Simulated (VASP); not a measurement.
Computed with PBE GGA, VASP's PBE PAW potentials (set 64) (plane waves; VASP).

The input files of a VASP run:

File POSCAR:
```
MgO
1.0
  0.0000000000   1.9883937909   1.9883937909
  1.9883937909   0.0000000000   1.9883937909
  1.9883937909   1.9883937909   0.0000000000
Mg O
1 1
direct
  0.0000000000   0.0000000000   0.0000000000
  0.5000000000   0.5000000000   0.5000000000
```

**INCAR**
```
ALGO  =  Normal
EDIFF  =  1E-6
EDIFFG  =  -0.02
ENCUT  =  620
GGA  =  PE
IBRION  =  2
ISIF  =  3
ISMEAR  =  0
LASPH  =  .TRUE.
LCHARG  =  .FALSE.
LREAL  =  .FALSE.
LWAVE  =  .FALSE.
NELM  =  100
NSW  =  40
PREC  =  Accurate
PSTRESS  =  450
SIGMA  =  0.05
SYSTEM  =  MgO
```

### KPOINTS
```
Automatic mesh
0
Gamma
11 11 11
0 0 0
```

POTCAR, in this order: Mg O (PBE.64 set). Program: vasp_std.

Output of the run:

File OUTCAR:
```
 ion  position               nearest neighbor table
   1  0.000  0.000  0.000-   2 1.99   2 1.99   2 1.99   2 1.99   2 1.99   2 1.99
   2  0.500  0.500  0.500-   1 1.99   1 1.99   1 1.99   1 1.99   1 1.99   1 1.99
  LATTYP: Found a face centered cubic cell.
 ALAT       =     3.9767875818
 Subroutine PRICEL returns:
 Original cell was already a primitive cell.
 Subroutine GETGRP returns: Found 48 space group operations
The static configuration has the point symmetry O_h .
The dynamic configuration has the point symmetry O_h .
 Subroutine INISYM returns: Found 48 space group operations
 Subroutine IBZKPT returns following result:
 Found     56 irreducible k-points:

 Following reciprocal coordinates:
            Coordinates               Weight
  0.000000  0.000000  0.000000      1.000000
  0.090909  0.000000  0.000000      8.000000
  0.181818  0.000000  0.000000      8.000000
  0.272727  0.000000  0.000000      8.000000
  0.363636  0.000000  0.000000      8.000000
  0.454545  0.000000  0.000000      8.000000
  0.090909  0.090909  0.000000      6.000000
  0.181818  0.090909  0.000000     24.000000
  0.272727  0.090909  0.000000     24.000000
  0.363636  0.090909  0.000000     24.000000
  0.454545  0.090909  0.000000     24.000000
 -0.454545  0.090909  0.000000     24.000000
 -0.363636  0.090909  0.000000     24.000000
 -0.272727  0.090909  0.000000     24.000000
 -0.181818  0.090909  0.000000     24.000000
 -0.090909  0.090909  0.000000     12.000000
  0.181818  0.181818  0.000000      6.000000
  0.272727  0.181818  0.000000     24.000000
  0.363636  0.181818  0.000000     24.000000
  0.454545  0.181818  0.000000     24.000000
 -0.454545  0.181818  0.000000     24.000000
 -0.363636  0.181818  0.000000     24.000000
 -0.272727  0.181818  0.000000     24.000000
 -0.181818  0.181818  0.000000     12.000000
  0.272727  0.272727  0.000000      6.000000
  0.363636  0.272727  0.000000     24.000000
  0.454545  0.272727  0.000000     24.000000
 -0.454545  0.272727  0.000000     24.000000
 -0.363636  0.272727  0.000000     24.000000
 -0.272727  0.272727  0.000000     12.000000
  0.363636  0.363636  0.000000      6.000000
  0.454545  0.363636  0.000000     24.000000
 -0.454545  0.363636  0.000000     24.000000
 -0.363636  0.363636  0.000000     12.000000
  0.454545  0.454545  0.000000      6.000000
 -0.454545  0.454545  0.000000     12.000000
  0.272727  0.181818  0.090909     24.000000
  0.363636  0.181818  0.090909     48.000000
  0.454545  0.181818  0.090909     48.000000
 -0.454545  0.181818  0.090909     48.000000
   k-points           NKPTS =     56   k-points in BZ     NKDIM =     56   number of bands    NBANDS=      8
   number of dos      NEDOS =    301   number of ions     NIONS =      2
   total plane-waves  NPLWV =  13824
   dimension x,y,z NGX =    24 NGY =   24 NGZ =   24
   dimension x,y,z NGXF=    48 NGYF=   48 NGZF=   48
   ions per type =               1   1
   PREC   = accura    normal or accurate (medium, high low for compatibility)
   ISTART =      0    job   : 0-new  1-cont  2-samecut
   ICHARG =      2    charge: 1-file 2-atom 10-const
   ISPIN  =      1    spin polarized calculation?
   LNONCOLLINEAR =      F non collinear calculations
   LSORBIT =      F    spin-orbit coupling
   INIWAV =      1    electr: 0-lowe 1-rand  2-diag
   ENCUT  =  620.0 eV  45.57 Ry    6.75 a.u.   5.71  5.71  5.71*2*pi/ulx,y,z
   NELM   =    100;   NELMIN=  2; NELMDL= -5     # of ELM steps
   EDIFF  = 0.1E-05   stopping-criterion for ELM
   LREAL  =      F    real-space projection
   NLSPLINE    = F    spline interpolate recip. space projectors
   LMAXMIX     =    2 max onsite mixed and CHGCAR
...
```

### OSZICAR
```
       N       E                     dE             d eps       ncg     rms          rms(c)
DAV:   1     0.196528594980E+02    0.19653E+02   -0.54459E+03  1000   0.106E+03
DAV:   2    -0.127668636203E+02   -0.32420E+02   -0.31348E+02  1144   0.160E+02
DAV:   3    -0.131523159616E+02   -0.38545E+00   -0.38545E+00  1168   0.201E+01
DAV:   4    -0.131528630358E+02   -0.54707E-03   -0.54707E-03  1208   0.672E-01
DAV:   5    -0.131528631950E+02   -0.15920E-06   -0.15920E-06  1176   0.100E-02    0.750E+00
DAV:   6    -0.115254797191E+02    0.16274E+01   -0.90304E+00   896   0.227E+01    0.208E+00
DAV:   7    -0.115100737110E+02    0.15406E-01   -0.39029E-02  1080   0.227E+00    0.130E+00
DAV:   8    -0.115048096329E+02    0.52641E-02   -0.16051E-02   896   0.201E+00    0.102E-01
DAV:   9    -0.115048565395E+02   -0.46907E-04   -0.19970E-04  1296   0.120E-01    0.533E-02
DAV:  10    -0.115049246719E+02   -0.68132E-04   -0.67617E-05   912   0.939E-02    0.505E-03
DAV:  11    -0.115049245683E+02    0.10360E-06   -0.14917E-06  1168   0.130E-02
   1 F= -.70888223E+01 E0= -.70888223E+01  d E =-.708882E+01
```

### OUTCAR
```
------------------------ aborting loop because EDIFF is reached ----------------------------------------
  FORCE on cell =-STRESS in cart. coord.  units (eV):
  Direction    XX          YY          ZZ          XY          YZ          ZX
  --------------------------------------------------------------------------------------
  Total        4.3983392      4.3983392      4.3983392      0.0000000      0.0000000     -0.0000000
  in kB      448.1899508    448.1899508    448.1899508      0.0000000      0.0000000     -0.0000000
  external PRESSURE =      -1.8100492 kB  Pullay stress =     450.0000000 kB
  volume of cell :       15.72
      direct lattice vectors                 reciprocal lattice vectors
     0.000000000  1.988393791  1.988393791    -0.251459244  0.251459244  0.251459244
     1.988393791  0.000000000  1.988393791     0.251459244 -0.251459244  0.251459244
     1.988393791  1.988393791  0.000000000     0.251459244  0.251459244 -0.251459244
  FREE ENERGIE OF THE ION-ELECTRON SYSTEM (eV)
  ---------------------------------------------------
  free  energy   TOTEN  =       -11.5049245683 eV

  energy  without entropy=      -11.5049245683  energy(sigma->0) =      -11.50492457
  enthalpy is  TOTEN    =        -7.0888223028 eV   P V=        4.4161022655

 reached required accuracy - stopping structural energy minimisation
```
(Selected blocks of OUTCAR.)

The compound is MgO in the rock salt structure. It was relaxed first under an external pressure of 45 GPa.
